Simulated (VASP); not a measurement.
Computed with HSEsol screened hybrid, VASP's PBE PAW potentials (set 64) (plane waves; VASP 6.6.1).

The input files of a VASP run:

File KPOINTS:
```
Automatic
0
gamma
  6 6 6
0 0 0
```

**POSCAR**
```
PbSe
1
    0.0000000000     3.0116072026     3.0116072026
    3.0116072026     0.0000000000     3.0116072026
    3.0116072026     3.0116072026     0.0000000000
Pb Se
1 1
Direct
  0.0000000000   0.0000000000   0.0000000000
  0.5000000000   0.5000000000   0.5000000000
```

### INCAR
```
SYSTEM=PbSe
PREC=Accurate; ENCUT=520; LREAL=.FALSE.
LASPH=.TRUE.; ISYM=3
EDIFF=1E-6; NELM=60; ALGO=Normal
LMAXMIX=4
ISMEAR=0; SIGMA=0.05
GGA=PS; LHFCALC=.TRUE.; AEXX=0.25
HFSCREEN=0.2; PRECFOCK=Fast
ISIF=2
LWAVE=.FALSE.; LCHARG=.FALSE.
```

POTCAR, in this order: Pb_d Se (PBE.64 set). Program: vasp_std. Read from the step before: WAVECAR.

Q: What will the output report for the number of irreducible k-points (NKPTS), largest plane-wave count, number of space-group operations, FFT grid (NGX, NGY, NGZ)?

A: 
```yaml
number of irreducible k-points (NKPTS): 16
largest_plane_wave_count: 1484
number_of_space_group_operations: 48
FFT grid (NGX, NGY, NGZ): 32 × 32 × 32
```

The compound is PbSe in the rock salt structure. This cell is one point of a volume scan, at 0.91 of the reference volume. The cell's shape comes from a PBE relaxation.
